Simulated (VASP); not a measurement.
Energy against volume of AuAl2 (fluorite). Computed with PBEsol GGA, VASP's PBE PAW potentials (set 64) (plane waves; VASP 6.6.1). Numerical set-up: 520 eV cut-off, 9×9×9 Γ-centred mesh, first-order Methfessel-Paxton smearing of 0.10 eV, potentials Al Au.

```json
[
 {"V (Å³/atom)": "16.868", "E (eV/atom)": "-4.46121"},
 {"V (Å³/atom)": "17.406", "E (eV/atom)": "-4.48272"},
 {"V (Å³/atom)": "17.944", "E (eV/atom)": "-4.49015"},
 {"V (Å³/atom)": "18.483", "E (eV/atom)": "-4.48571"}
]
```

**Question.** Fit these four points and predict the energy of the run at 19.021 Å³/atom.

**Answer.** A cubic in V^(−2/3), the third-order Birch-Murnaghan form, passes through the four points with V0 = 18.00 Å³/atom and B0 = 116 GPa, and gives -4.4713 eV/atom there. The run gave -4.4713 eV/atom, +0.0 meV/atom from the fit; all five points give B0 = 116 GPa.

The compound is AuAl2 in the fluorite structure. The cell was not relaxed at this level.
